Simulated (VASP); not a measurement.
Crystal: In3SbO4.

```
In Sb O
1.0
    -2.59268    2.59268    5.20896
     2.59268   -2.59268    5.20896
     2.59268    2.59268   -5.20896
In Sb O
3 1 4
Direct
  0.50000 0.50000 0.00000
  0.25000 0.75000 0.50000
  0.75000 0.25000 0.50000
  0.00000 0.00000 0.00000
  0.75310 0.75310 0.00000
  0.24690 0.24690 0.00000
  0.00000 0.50000 0.50000
  0.50000 0.00000 0.50000
```

The cell was built by a generator and needn't be a form met in nature.

| Quantity | Value |
| --- | --- |
| Program | VASP 6.6.1 |
| Task | relaxation of cell and atoms |
| Functional | PBE |
| Potentials or basis | VASP PAW PBE potentials, release 64 (In_d, Sb, O) |
| Cutoff | 520 eV |
| k mesh | 4 × 4 × 4 |
| Occupations | gaussian, width 0.15 eV |
| Spin | no spin polarisation |

At the start: pressure -8.8 GPa; volume 17.51 Å³/atom.

Question: How do energy, volume and symmetry change on relaxing?

Answer: Over 7 steps the energy falls by 57.3 meV/atom and the volume is 15.75 Å³/atom (-10.0 %); space group I4/mmm (No. 139, to 0.05 Å).

The path:
```csv
step,energy change (eV),largest force (eV/Å),pressure (GPa),volume (Å³)
1,0.0000,0.3309,-8.83,140.06
2,-0.3993,0.0489,3.49,121.39
3,-0.4456,0.1302,0.16,125.43
4,-0.4455,0.1356,-0.15,125.71
5,-0.4471,0.1261,-0.11,125.74
6,-0.4517,0.1200,-0.07,125.84
7,-0.4581,0.0583,-0.04,126.03
```

Final structure:
```cif
data_structure
_symmetry_space_group_name_H-M 'P 1'
_symmetry_Int_Tables_number 1
_cell_length_a 6.1419
_cell_length_b 6.1419
_cell_length_c 6.1419
_cell_angle_alpha 131.833
_cell_angle_beta 131.833
_cell_angle_gamma 70.492
_cell_volume 126.03
loop_
_atom_site_label
_atom_site_type_symbol
_atom_site_fract_x
_atom_site_fract_y
_atom_site_fract_z
_atom_site_occupancy
In1 In 0.50000 0.50000 0.00000 1
In2 In 0.25000 0.75000 0.50000 1
In3 In 0.75000 0.25000 0.50000 1
Sb1 Sb 0.00000 0.00000 0.00000 1
O1 O 0.76019 0.76019 0.00000 1
O2 O 0.23981 0.23981 0.00000 1
O3 O 0.00000 0.50000 0.50000 1
O4 O 0.50000 0.00000 0.50000 1
```

Caveat: the k mesh is coarse (spacing up to 0.43 Å⁻¹), so the values aren't converged.
